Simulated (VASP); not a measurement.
Method: PBE GGA, VASP's PBE PAW potentials (set 64) (plane waves; VASP).

A VASP calculation is set up with these files.

File KPOINTS:
```
k-points along high-symmetry lines
15
Line-mode
Reciprocal
  0.000000   0.000000   0.000000 ! GAMMA
  0.000000   0.500000   0.000000 ! X

  0.000000   0.500000   0.000000 ! X
  0.500000   0.500000   0.000000 ! M

  0.500000   0.500000   0.000000 ! M
  0.000000   0.000000   0.000000 ! GAMMA

  0.000000   0.000000   0.000000 ! GAMMA
  0.500000   0.500000   0.500000 ! R

  0.500000   0.500000   0.500000 ! R
  0.000000   0.500000   0.000000 ! X

  0.500000   0.500000   0.500000 ! R
  0.500000   0.500000   0.000000 ! M
```

### POSCAR
```
TaSi
1
    3.1535158657    -0.0000000000     0.0000000000
   -0.0000000000     3.1535158657     0.0000000000
   -0.0000000000    -0.0000000000     3.1535158657
Ta Si
1 1
Direct
  0.0000000000   0.0000000000   0.0000000000
  0.5000000000   0.5000000000   0.5000000000
```

**INCAR**
```
SYSTEM = TaSi
PREC = Accurate; ENCUT = 400; LREAL = F
LASPH = T; ICHARG = 11
EDIFF = 1E-7; NELM = 100; ALGO = Normal
LMAXMIX = 6
ISMEAR = 0; SIGMA = 0.05
GGA = PE
LWAVE = F; LCHARG = F; LORBIT = 11
```

POTCAR, in this order: Ta_pv Si (PBE.64 set). Program: vasp_std. Read from the step before: CHGCAR.

The resulting files:

### OSZICAR
```
       N       E                     dE             d eps       ncg     rms          rms(c)
DAV:   1     0.588822801685E+02    0.58882E+02   -0.69714E+03  1988   0.102E+03
DAV:   2    -0.154927732019E+02   -0.74375E+02   -0.70752E+02  2238   0.250E+02
DAV:   3    -0.176340089085E+02   -0.21412E+01   -0.19840E+01  2553   0.365E+01
DAV:   4    -0.176733108720E+02   -0.39302E-01   -0.38920E-01  2510   0.424E+00
DAV:   5    -0.176739789652E+02   -0.66809E-03   -0.66791E-03  2464   0.466E-01
DAV:   6    -0.176739988331E+02   -0.19868E-04   -0.19850E-04  2511   0.668E-02
DAV:   7    -0.176739994308E+02   -0.59769E-06   -0.59746E-06  2512   0.999E-03
DAV:   8    -0.176739994572E+02   -0.26342E-07   -0.26696E-07  2077   0.171E-03
   1 F= -.17673999E+02 E0= -.17672650E+02  d E =-.269923E-02
```

OUTCAR:
```
 val. band max:        8.5040628892   @ k =   0.4643   0.5000   0.0000

 cond. band min:       8.5370849033   @ k =   0.5000   0.5000   0.0000



 k-point     1 :       0.0000    0.0000    0.0000
  band No.  band energies     occupation
      1     -26.0486      2.00000
      2     -26.0486      2.00000
      3     -26.0486      2.00000
      4      -3.8678      2.00000
      5       5.2587      2.00000
      6       5.2587      2.00000
      7      10.2783      0.00000
      8      10.2783      0.00000
      9      10.2783      0.00000
     10      10.8069      0.00000
     11      10.8069      0.00000

 k-point     2 :       0.0000    0.0357    0.0000
  band No.  band energies     occupation
      1     -26.0531      2.00000
      2     -26.0482      2.00000
      3     -26.0482      2.00000
      4      -3.8440      2.00000
      5       5.2487      2.00000
      6       5.2709      2.00000
      7      10.0444      0.00000
      8      10.0444      0.00000
      9      10.2156      0.00000
     10      10.8135      0.00000
     11      11.0506      0.00000

 k-point     3 :       0.0000    0.0714    0.0000
  band No.  band energies     occupation
      1     -26.0666      2.00000
      2     -26.0470      2.00000
      3     -26.0470      2.00000
      4      -3.7730      2.00000
      5       5.2121      2.00000
      6       5.3071      2.00000
      7       9.6692      0.00000
      8       9.6692      0.00000
      9      10.0567      0.00000
     10      10.8330      0.00000
     11      11.4555      0.00000

 k-point     4 :       0.0000    0.1071    0.0000
  band No.  band energies     occupation
      1     -26.0883      2.00000
      2     -26.0450      2.00000
      3     -26.0450      2.00000
      4      -3.6555      2.00000
      5       5.1302      2.00000
      6       5.3666      2.00000
      7       9.2883      0.00000
      8       9.2883      0.00000
      9       9.8700      0.00000
     10      10.8645      0.00000
...
```

The density is held fixed in this step, so its total energy and stress have no physical meaning. Unless said otherwise, spin-orbit coupling is left out, though it shifts the bands of the heavy elements here.

The structure was generated: TaSi was put into the CsCl type type (Pm-3m), which need not be its known phase. It was relaxed first, which changed the volume by -36 %. The electron count is odd and the run is not spin-polarised, which forces a metal.
